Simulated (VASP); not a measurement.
## Cu3Pd: accuracy against cost in the SCF threshold and k-mesh

How sensitive are energy, pressure and forces of Cu3Pd to the SCF threshold and k-mesh? The atoms are off their equilibrium sites, so that forces can be compared too. The series runs use PBEsol. The SCF threshold tried: EDIFF = 0.01; EDIFF = 0.001; EDIFF = 1E-04; EDIFF = 1E-05; EDIFF = 1E-06; EDIFF = 1E-08. The k-mesh tried: 2 2 2; 3 3 3; 4 4 4; 5 5 5; 7 7 7; 9 9 9; 11 11 11. The atoms of the start are displaced at random from the sites of a Pm-3m cell.

Calculated with VASP 6.6.1; PBEsol; plane waves and PAW (Cu, Pd).

The database entry behind the starting cell is an old determination (1931), so it need not match the best structure at ambient conditions.

## (1) The starting structure

It takes space group P1 (No. 1, triclinic). The conventional cell has a = 3.690 Å, b = 3.690 Å, c = 3.690 Å, α = 90.00°, β = 90.00°, γ = 90.00°. Nearest to Cu lie 4 Pd at 2.52 to 2.70 Å and 8 Cu at 2.57 to 2.65 Å. Cu has 8 Cu at 2.58 to 2.64 Å and 4 Pd at 2.58 to 2.64 Å nearest. Nearest to Cu lie 4 Pd at 2.55 to 2.67 Å and 8 Cu at 2.57 to 2.65 Å. Pd has 12 Cu at 2.52 to 2.70 Å nearest. Farther neighbours are not listed.

Structure file:

```xyz
4
Lattice="3.6900 0.0000 0.0000 0.0000 3.6900 0.0000 0.0000 0.0000 3.6900" Properties=species:S:1:pos:R:3 pbc="T T T"
Cu   -0.0147    1.8747    1.8508
Cu    1.8474    0.0144    1.8454
Cu    1.8016    1.8334   -0.0192
Pd   -0.0221   -0.0731   -0.0120
```

## (2) SCF threshold: EDIFF = 0.01

EDIFF stops the electronic loop; forces need it tighter than energies do. PBEsol restores the gradient expansion of exchange and is tuned for the cells of solids.

INCAR

```
SYSTEM = Cu3Pd
PREC = Accurate
ENCUT = 400
EDIFF = 0.01
NELM = 100
ISMEAR = -1
SIGMA = 0.05
LREAL = .FALSE.
ALGO = Normal
GGA = PS
NBANDS = 27
LASPH = .TRUE.
LORBIT = 11
LWAVE = .FALSE.
LCHARG = .FALSE.
KPAR = 4
ISIF = 2
```

POSCAR

```
Cu3Pd
1.0
    3.6900000000      0.0000000000      0.0000000000
    0.0000000000      3.6900000000      0.0000000000
    0.0000000000      0.0000000000      3.6900000000
Cu Pd
3 1
Direct
   -0.0039850000      0.5080550000      0.5015630000
    0.5006490000      0.0039140000      0.5001100000
    0.4882410000      0.4968450000     -0.0052090000
   -0.0059900000     -0.0198010000     -0.0032460000
```

KPOINTS

```
Automatic mesh
0
Gamma
7 7 7
0 0 0
```

The projector-augmented-wave data sets are Cu and Pd (PBE family, release 64).

The run is started by

```console
mpirun -np 4 vasp_std
```

What it wrote:

```text
[banner, memory and clock lines left out]
running    4 mpi-ranks, on    1 nodes
 distrk:  each k-point on    1 cores,    4 groups
 distr:  one band on    1 cores,    1 groups

 POSCAR found type information on POSCAR CuPd
 POSCAR found :  2 types and       4 ions
|                                                                             |
|               ----> ADVICE to this user running VASP <----                  |
|                                                                             |
|     You enforced a specific xc type in the INCAR file but a different       |
|     [... a line on the potential file left out ...]
|     I HOPE YOU KNOW WHAT YOU ARE DOING!                                     |
|                                                                             |

 LDA part: xc-table for (Slater+PW92), standard interpolation
 POSCAR, INCAR and KPOINTS ok, starting setup
 FFT: planning ... GRIDC
 FFT: planning ... GRID_SOFT
 FFT: planning ... GRID
 WAVECAR not read
 entering main loop
       N       E                     dE             d eps       ncg     rms          rms(c)
DAV:   1     0.312641267729E+03    0.31264E+03   -0.16231E+04  9640   0.208E+03
DAV:   2     0.392308211018E+01   -0.30872E+03   -0.29777E+03  9333   0.388E+02
DAV:   3    -0.222849331943E+02   -0.26208E+02   -0.24889E+02 10383   0.153E+02
DAV:   4    -0.230394015003E+02   -0.75447E+00   -0.75075E+00 13079   0.300E+01
DAV:   5    -0.230518213960E+02   -0.12420E-01   -0.12417E-01 11557   0.311E+00    0.187E+01
DAV:   6    -0.234970674758E+02   -0.44525E+00   -0.52003E+01 10181   0.194E+02    0.144E+01
DAV:   7    -0.193947711421E+02    0.41023E+01   -0.25328E+01 11551   0.104E+02    0.320E+00
DAV:   8    -0.192477904952E+02    0.14698E+00   -0.11083E+00 12091   0.119E+01    0.159E+00
DAV:   9    -0.192305817332E+02    0.17209E-01   -0.15797E-01 12000   0.492E+00    0.681E-01
DAV:  10    -0.192261309354E+02    0.44508E-02   -0.19232E-02  5638   0.437E+00
   1 F= -.19226131E+02 E0= -.19219913E+02  d E =-.124357E-01
```

Elapsed: 23 s, on 4 MPI ranks of Intel Xeon Platinum 8488C (Sapphire Rapids), shared host; peak memory 0.96 GiB; 87 s of CPU time.

The logs omit lines about the potential files and the build; timing stands in the text.

Parts of OUTCAR (step 2):

```text
ion  position               nearest neighbor table
   1  0.996  0.508  0.502-   4 2.52   4 2.55   3 2.57   2 2.59   3 2.61   2 2.61   2 2.61   3 2.61
                             2 2.63   3 2.65   4 2.67   4 2.70
   2  0.501  0.004  0.500-   3 2.58   4 2.58   1 2.59   4 2.60   3 2.61   1 2.61   1 2.61   3 2.61
                             4 2.62   1 2.63   4 2.64   3 2.64
   3  0.488  0.497  0.995-   4 2.55   1 2.57   2 2.58   4 2.58   2 2.61   1 2.61   1 2.61   2 2.61
                             4 2.64   2 2.64   1 2.65   4 2.67
   4  0.994  0.980  0.997-   1 2.52   1 2.55   3 2.55   3 2.58   2 2.58   2 2.60   2 2.62   2 2.64
                             3 2.64   3 2.67   1 2.67   1 2.70

  LATTYP: Found a simple cubic cell.
 ALAT       =     3.6900000000

 Subroutine GETGRP returns: Found  1 space group operations
 (whereof  1 operations were pure point group operations)

The static configuration has the point symmetry C_1 .

 Found    172 irreducible k-points:

   k-points           NKPTS =    172   k-points in BZ     NKDIM =    172   number of bands    NBANDS=     27

   dimension x,y,z NGX =    24 NGY =   24 NGZ =   24
   dimension x,y,z NGXF=    48 NGYF=   48 NGZF=   48

   ENCUT  =  400.0 eV  29.40 Ry    5.42 a.u.   6.02  6.02  6.02*2*pi/ulx,y,z

   NELECT =      43.0000    total number of electrons

 k-points in reciprocal lattice and weights: Automatic mesh
   0.00000000  0.00000000  0.00000000       0.003
   0.14285714  0.00000000  0.00000000       0.006
   0.00000000  0.14285714  0.00000000       0.006
   0.00000000  0.00000000  0.14285714       0.006
   0.28571429  0.00000000  0.00000000       0.006
   0.00000000  0.28571429  0.00000000       0.006
   0.00000000  0.00000000  0.28571429       0.006
   0.42857143  0.00000000  0.00000000       0.006
   0.00000000  0.42857143  0.00000000       0.006
[...]
-0.42857143 -0.42857143  0.42857143       0.006
   0.42857143 -0.42857143  0.42857143       0.006

 average (electrostatic) potential at core
       1 -62.5981       2 -62.6387       3 -62.6194       4 -72.2417

 E-fermi :   7.9411

 k-point     1 :       0.0000    0.0000    0.0000
  band No.  band energies     occupation
    ...
     17       7.0900      2.00000
     18       7.1160      2.00000
     19       7.5205      1.99956
     20       7.5359      1.99939
     21       7.5430      1.99930
     22       9.9639      0.00000
     23       9.9655      0.00000
     24      10.0036      0.00000
     25      16.1352      0.00000
     26      16.1965      0.00000
    ...

 k-point     2 :       0.1429    0.0000    0.0000
  band No.  band energies     occupation
    ...
     17       6.9649      2.00000
     18       7.0225      2.00000
     19       7.1541      2.00000
     20       7.2067      2.00000
     21       7.5428      1.99931
     22       8.8507      0.00000
     23      10.6912      0.00000
     24      10.7183      0.00000
     25      16.1530      0.00000
     26      16.2014      0.00000
    ...

 k-point     3 :       0.0000    0.1429    0.0000
  band No.  band energies     occupation
    ...
     17       6.9518      2.00000
     18       7.0417      2.00000
     19       7.1652      2.00000
     20       7.1700      2.00000
     21       7.5166      1.99959
     22       8.8889      0.00000
     23      10.6909      0.00000
     24      10.6924      0.00000
     25      16.1723      0.00000
     26      16.2093      0.00000
    ...

  Total       -8.3235942     -8.2502535     -8.1708116     -0.0593130      0.0616174      0.0194241
  in kB     -265.4253393   -263.0866309   -260.5533609     -1.8913897      1.9648738      0.6194004
  external PRESSURE =    -263.0217770 kB  Pullay stress =       0.0000000 kB

  energy-cutoff  :      400.00
  volume of cell :       50.24
      direct lattice vectors                 reciprocal lattice vectors
     3.690000000  0.000000000  0.000000000     0.271002710  0.000000000  0.000000000
     0.000000000  3.690000000  0.000000000     0.000000000  0.271002710  0.000000000
     0.000000000  0.000000000  3.690000000     0.000000000  0.000000000  0.271002710

 POSITION                                       TOTAL-FORCE (eV/Angst)
 -----------------------------------------------------------------------------------
      3.67530      1.87472      1.85077        -0.025243     -0.550781     -0.155308
      1.84739      0.01444      1.84541        -0.156981     -0.014929     -0.108973
      1.80161      1.83336      3.67078         0.170923     -0.247888      0.106985
      3.66790      3.61693      3.67802         0.011301      0.813599      0.157297
 -----------------------------------------------------------------------------------
    total drift:                               -0.000220     -0.008968      0.001683

  FREE ENERGIE OF THE ION-ELECTRON SYSTEM (eV)
  ---------------------------------------------------
  free  energy   TOTEN  =       -19.2261309354 eV

  energy  without entropy=      -19.2136952363  energy(sigma->0) =      -19.21991309

 total charge
# of ion       s       p       d       tot
------------------------------------------
    1        0.444   0.366   9.165   9.974
    2        0.442   0.363   9.173   9.979
    3        0.443   0.364   9.169   9.976
    4        0.510   0.521   8.569   9.600
--------------------------------------------------
tot          1.838   1.614  36.076  39.528

[... 3 further parts left out ...]
```

This run has no spin polarisation. Its electron count is odd, so without a moment it is a metal by construction. The k-mesh is coarse for a metal. The PAW data sets were made with PBE, which is usual practice but a small mismatch for other functionals.

This step gave:

```yaml
scf_cycles: 10
electrons: 43
bands: 27
irreducible_k_points: 172
symmetry_operations: 1
free_energy_toten: -19.23 eV
energy_at_zero_smearing: -19.22 eV
fermi_energy: 7.941 eV
pressure: -26.30 GPa
metallic: yes
```

The series starts at -4.8050 eV an atom and -26.30 GPa, after 10 cycles in 23 s.

## (3) SCF threshold: EDIFF = 0.001

Edit INCAR of step 2 so:

```diff
@@ -3,3 +3,3 @@
 ENCUT = 400
-EDIFF = 0.01
+EDIFF = 0.001
 NELM = 100
```

POSCAR is that of step 2.

KPOINTS is that of step 2.

The run is started by

```console
mpirun -np 4 vasp_std
```

What it wrote:

```text
[banner, memory and clock lines left out]
running    4 mpi-ranks, on    1 nodes
[...]
[... a notice as in an earlier step ...]

 LDA part: xc-table for (Slater+PW92), standard interpolation
 POSCAR, INCAR and KPOINTS ok, starting setup
[...]
entering main loop
       N       E                     dE             d eps       ncg     rms          rms(c)
[... 4 cycles as in an earlier step ...]
DAV:   5    -0.230520290794E+02   -0.12628E-01   -0.12624E-01 13877   0.311E+00    0.187E+01
DAV:   6    -0.234962862496E+02   -0.44426E+00   -0.51984E+01 10181   0.194E+02    0.144E+01
DAV:   7    -0.193947393298E+02    0.41015E+01   -0.25325E+01 11551   0.104E+02    0.320E+00
DAV:   8    -0.192477894583E+02    0.14695E+00   -0.11079E+00 12083   0.119E+01    0.159E+00
DAV:   9    -0.192306103403E+02    0.17179E-01   -0.15826E-01 12213   0.492E+00    0.681E-01
DAV:  10    -0.192266915125E+02    0.39188E-02   -0.24973E-02 12882   0.432E+00    0.424E-01
DAV:  11    -0.192246232677E+02    0.20682E-02   -0.63861E-03  9029   0.185E+00    0.181E-01
DAV:  12    -0.192244206757E+02    0.20259E-03   -0.36294E-03  7521   0.157E+00
   1 F= -.19224421E+02 E0= -.19218055E+02  d E =-.127309E-01
```

Run time: 29 s. Hardware: 4 MPI ranks; peak memory 0.96 GiB.

OUTCAR, selected parts (step 3):

```text
  Total        0.0489516      0.0972534      0.1769500     -0.0579888      0.0607547      0.0181550
  in kB        1.5609837      3.1012458      5.6426351     -1.8491658      1.9373639      0.5789322
  external PRESSURE =       3.4349549 kB  Pullay stress =       0.0000000 kB

 POSITION                                       TOTAL-FORCE (eV/Angst)
 -----------------------------------------------------------------------------------
      3.67530      1.87472      1.85077        -0.024774     -0.539322     -0.151885
      1.84739      0.01444      1.84541        -0.154100     -0.019850     -0.107253
      1.80161      1.83336      3.67078         0.167686     -0.244929      0.104356
      3.66790      3.61693      3.67802         0.011188      0.804101      0.154782
 -----------------------------------------------------------------------------------
    total drift:                                0.000009     -0.001070      0.001730

  FREE ENERGIE OF THE ION-ELECTRON SYSTEM (eV)
  ---------------------------------------------------
  free  energy   TOTEN  =       -19.2244206757 eV

  energy  without entropy=      -19.2116898188  energy(sigma->0) =      -19.21805525

[... 2 parts as in an earlier step ...]

[... 1 further part left out ...]
[key lines of the parts left out:]
E-fermi :   7.9058
```

Against the run before the energy moves by +0.46 meV an atom and the pressure by +26.65 GPa, after 12 cycles in 29 s.

## (4) SCF threshold: EDIFF = 1E-04

Edit INCAR of step 3 so:

```diff
@@ -3,3 +3,3 @@
 ENCUT = 400
-EDIFF = 0.001
+EDIFF = 1E-04
 NELM = 100
```

POSCAR is that of step 3.

KPOINTS is that of step 3.

The run is started by

```console
mpirun -np 4 vasp_std
```

What it wrote:

```text
[... set-up lines as in an earlier step ...]
 entering main loop
       N       E                     dE             d eps       ncg     rms          rms(c)
[... 9 cycles as in an earlier step ...]
DAV:  10    -0.192266919740E+02    0.39184E-02   -0.24978E-02 12901   0.432E+00    0.424E-01
DAV:  11    -0.192246911492E+02    0.20008E-02   -0.70512E-03 14400   0.185E+00    0.188E-01
DAV:  12    -0.192243841080E+02    0.30704E-03   -0.16077E-03 11781   0.106E+00    0.320E-02
DAV:  13    -0.192243943985E+02   -0.10291E-04   -0.11924E-04  5530   0.183E-01
   1 F= -.19224394E+02 E0= -.19218077E+02  d E =-.126347E-01
```

Elapsed: 32 s, on 4 MPI ranks; peak memory 0.95 GiB; 2 min of CPU time.

From OUTCAR (step 4):

```text
  Total       -1.4244091     -1.3787055     -1.2988488     -0.0583559      0.0610014      0.0182987
  in kB      -45.4219976    -43.9645880    -41.4180903     -1.8608713      1.9452308      0.5835145
  external PRESSURE =     -43.6015586 kB  Pullay stress =       0.0000000 kB

 POSITION                                       TOTAL-FORCE (eV/Angst)
 -----------------------------------------------------------------------------------
      3.67530      1.87472      1.85077        -0.024846     -0.538678     -0.151899
      1.84739      0.01444      1.84541        -0.154448     -0.019402     -0.107117
      1.80161      1.83336      3.67078         0.168047     -0.244325      0.104812
      3.66790      3.61693      3.67802         0.011246      0.802404      0.154204
 -----------------------------------------------------------------------------------
    total drift:                                0.000305     -0.004178      0.000862

  FREE ENERGIE OF THE ION-ELECTRON SYSTEM (eV)
  ---------------------------------------------------
  free  energy   TOTEN  =       -19.2243943985 eV

  energy  without entropy=      -19.2117597007  energy(sigma->0) =      -19.21807705

[... 2 parts as in an earlier step ...]

[... 1 further part left out ...]
[key lines of the parts left out:]
E-fermi :   7.9112
```

Against the run before the energy moves by -0.01 meV an atom and the pressure by -4.70 GPa, after 13 cycles in 32 s.

## (5) SCF threshold: EDIFF = 1E-05

Edit INCAR of step 4 so:

```diff
@@ -3,3 +3,3 @@
 ENCUT = 400
-EDIFF = 1E-04
+EDIFF = 1E-05
 NELM = 100
```

POSCAR is that of step 4.

KPOINTS is that of step 4.

The run is started by

```console
mpirun -np 4 vasp_std
```

What it wrote:

```text
[... set-up lines as in an earlier step ...]
 entering main loop
       N       E                     dE             d eps       ncg     rms          rms(c)
[... 11 cycles as in an earlier step ...]
DAV:  12    -0.192243846156E+02    0.30653E-03   -0.16127E-03 12959   0.106E+00    0.321E-02
DAV:  13    -0.192244006718E+02   -0.16056E-04   -0.17806E-04 13856   0.180E-01    0.208E-02
DAV:  14    -0.192243963719E+02    0.42999E-05   -0.91165E-06  5239   0.145E-01
   1 F= -.19224396E+02 E0= -.19218092E+02  d E =-.126093E-01
```

The job ended after 34 s (4 MPI ranks; peak memory 0.96 GiB; 2.1 min of CPU time).

From OUTCAR (step 5):

```text
  Total       -1.4584003     -1.4139299     -1.3315762     -0.0581417      0.0608838      0.0182094
  in kB      -46.5059179    -45.0878317    -42.4617127     -1.8540408      1.9414820      0.5806657
  external PRESSURE =     -44.6851541 kB  Pullay stress =       0.0000000 kB

 POSITION                                       TOTAL-FORCE (eV/Angst)
 -----------------------------------------------------------------------------------
      3.67530      1.87472      1.85077        -0.024845     -0.537240     -0.151440
      1.84739      0.01444      1.84541        -0.154264     -0.019948     -0.106602
      1.80161      1.83336      3.67078         0.167748     -0.243064      0.104609
      3.66790      3.61693      3.67802         0.011361      0.800252      0.153433
 -----------------------------------------------------------------------------------
    total drift:                                0.000244     -0.005076      0.000356

  FREE ENERGIE OF THE ION-ELECTRON SYSTEM (eV)
  ---------------------------------------------------
  free  energy   TOTEN  =       -19.2243963719 eV

  energy  without entropy=      -19.2117870807  energy(sigma->0) =      -19.21809173

[... 2 parts as in an earlier step ...]

[... 1 further part left out ...]
[key lines of the parts left out:]
E-fermi :   7.9108
```

Against the run before the energy stays within 0.01 meV an atom; the pressure moves by -0.11 GPa, after 14 cycles in 34 s.

## (6) SCF threshold: EDIFF = 1E-06

Edit INCAR of step 5 so:

```diff
@@ -3,3 +3,3 @@
 ENCUT = 400
-EDIFF = 1E-05
+EDIFF = 1E-06
 NELM = 100
```

POSCAR is that of step 5.

KPOINTS is that of step 5.

The run is started by

```console
mpirun -np 4 vasp_std
```

What it wrote:

```text
[... set-up lines as in an earlier step ...]
 entering main loop
       N       E                     dE             d eps       ncg     rms          rms(c)
[... 12 cycles as in an earlier step ...]
DAV:  13    -0.192244006717E+02   -0.16056E-04   -0.17806E-04 13874   0.180E-01    0.208E-02
DAV:  14    -0.192243966375E+02    0.40342E-05   -0.11772E-05 11957   0.145E-01    0.129E-02
DAV:  15    -0.192243952236E+02    0.14138E-05   -0.10000E-05 12547   0.623E-02    0.665E-03
DAV:  16    -0.192243948018E+02    0.42187E-06   -0.96764E-07  5440   0.244E-02
   1 F= -.19224395E+02 E0= -.19218104E+02  d E =-.125810E-01
```

Wall time 28 s (4 MPI ranks); peak memory 0.96 GiB; 1.8 min of CPU time.

Parts of OUTCAR (step 6):

```text
  Total       -1.3823424     -1.3366387     -1.2552757     -0.0581594      0.0608854      0.0182176
  in kB      -44.0805618    -42.6231485    -40.0286174     -1.8546034      1.9415314      0.5809273
  external PRESSURE =     -42.2441092 kB  Pullay stress =       0.0000000 kB

 POSITION                                       TOTAL-FORCE (eV/Angst)
 -----------------------------------------------------------------------------------
      3.67530      1.87472      1.85077        -0.024849     -0.537624     -0.151583
      1.84739      0.01444      1.84541        -0.154295     -0.019901     -0.106815
      1.80161      1.83336      3.67078         0.167800     -0.243515      0.104678
      3.66790      3.61693      3.67802         0.011344      0.801040      0.153721
 -----------------------------------------------------------------------------------
    total drift:                                0.000248     -0.004051      0.000688

  FREE ENERGIE OF THE ION-ELECTRON SYSTEM (eV)
  ---------------------------------------------------
  free  energy   TOTEN  =       -19.2243948018 eV

  energy  without entropy=      -19.2118138211  energy(sigma->0) =      -19.21810431

[... 2 parts as in an earlier step ...]

[... 1 further part left out ...]
[key lines of the parts left out:]
E-fermi :   7.9102
```

Against the run before the energy stays within 0.01 meV an atom; the pressure moves by +0.24 GPa, after 16 cycles in 28 s.

[end of part 1 of 3]

[Lines on the potential files, build, host, timing and source positions are cut from VASP's logs without a mark.]

[Logs are printed without paths, hosts, clocks, repeated set-up lines and the standing remarks that a program may print on its own settings, such as how far it seeks lower states.]

[Hosts, paths, dates, database ids (printed as entryN), source tags and the programs' standing remarks are cut or masked in the printed files.]

[A measured line is paired with the nearest computed mode of its activity, which favours agreement.]
